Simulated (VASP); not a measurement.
All values below come from PBE GGA, VASP's PBE PAW potentials (set 64) (plane waves; VASP 6.6.1).

The input files of a VASP run:

**POSCAR**
```
AlN
1
    0.0000000000     2.2005712241     2.2005712241
    2.2005712241     0.0000000000     2.2005712241
    2.2005712241     2.2005712241     0.0000000000
Al N
1 1
Direct
  0.0000000000   0.0000000000   0.0000000000
  0.7500000000   0.7500000000   0.7500000000
```

INCAR:
```
! general
SYSTEM = AlN
PREC   = Normal
ENCUT  = 450
LREAL  = F
LASPH  = T

! electronic loop
EDIFF  = 1E-5
NELM   = 100
NELMIN = 4
ALGO   = Fast

! smearing
ISMEAR = 0
SIGMA  = 0.05

! functional
GGA    = PE

! ions
IBRION = 2
NSW    = 20
ISIF   = 2
EDIFFG = -0.03

! output
LWAVE  = F
LCHARG = F
```

### KPOINTS
```
Automatic mesh
0
Gamma
12 12 12
0 0 0
```

POTCAR, in this order: Al N (PBE.64 set). Program: vasp_std.

Q: What will the output report for the number of irreducible k-points (NKPTS), largest plane-wave count, number of space-group operations, FFT grid (NGX, NGY, NGZ)?

A: 
```json
{
  "number of irreducible k-points (NKPTS)": "72",
  "largest_plane_wave_count": "477",
  "number_of_space_group_operations": "24",
  "FFT grid (NGX, NGY, NGZ)": "16 × 16 × 16"
}
```

The compound is AlN in the zinc blende structure, a metastable form; wurtzite is the usual one. It was relaxed first.
